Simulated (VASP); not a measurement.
Computed with PBE GGA, VASP's PBE PAW potentials (set 64) (plane waves; VASP).

VASP ran on this input.

KPOINTS:
```
Automatic mesh
0
Gamma
3 3 4
0 0 0
```

INCAR:
```
ALGO  =  Normal
EDIFF  =  1E-6
ENCUT  =  400
GGA  =  PE
ISIF  =  2
ISMEAR  =  -1
LASPH  =  .TRUE.
LCHARG  =  .FALSE.
LMAXMIX  =  4
LREAL  =  .FALSE.
LWAVE  =  .FALSE.
NELM  =  100
PREC  =  Accurate
SIGMA  =  0.1
SYSTEM  =  TiC
```

POSCAR:
```
TiC
1
    5.3735360000     0.0000000000     0.0000000000
   -2.6867680000     4.6536190000     0.0000000000
    0.0000000000     0.0000000000     4.3359830000
Ti C
3 3
Direct
  0.4995780000   0.0139730000   0.0084790000
  0.5073450000   0.5134140000  -0.0000200000
 -0.0168260000   0.4613540000  -0.0019970000
  0.0008820000  -0.0034210000   0.0179230000
  0.3362480000   0.6742840000   0.4701880000
  0.6727730000   0.3403960000   0.5054280000
```

POTCAR, in this order: Ti_sv C (PBE.64 set). Program: vasp_std.

At this cut-off the stress carries a Pulay error, which pulls relaxed volumes low.

**Question.** Predict the energy per atom (σ→0), pressure, largest force, band gap (on the k-mesh).

**Answer.** 
energy per atom (σ→0): -6.844 eV/atom
band gap (on the k-mesh): none (metal, semimetal or under 0.01 eV)
pressure: -27.92 GPa
largest force: 1.234 eV/Å

File OSZICAR:
```
...
DAV:  18    -0.411919361001E+02    0.61369E-02   -0.65130E-03  1384   0.472E-01    0.617E-01
DAV:  19    -0.411853087695E+02    0.66273E-02   -0.29289E-02  1508   0.562E-01    0.101E-01
DAV:  20    -0.411853659337E+02   -0.57164E-04   -0.21069E-03  1820   0.225E-01    0.720E-02
DAV:  21    -0.411853304095E+02    0.35524E-04   -0.43311E-04  1328   0.155E-01    0.443E-02
DAV:  22    -0.411853123490E+02    0.18060E-04   -0.27488E-04  1760   0.731E-02    0.126E-02
DAV:  23    -0.411853139039E+02   -0.15549E-05   -0.10682E-05  1448   0.247E-02    0.991E-03
DAV:  24    -0.411853139213E+02   -0.17412E-07   -0.13045E-06   816   0.116E-02
   1 F= -.41185314E+02 E0= -.41063415E+02  d E =-.243797E+00
```

The structure was generated: TiC was put into an ordered model structure, which need not be its known phase. The cell was not relaxed at this level. The k-mesh is coarse (spacing up to 0.45 per Å, 2π included), so the numbers may not be converged in it.
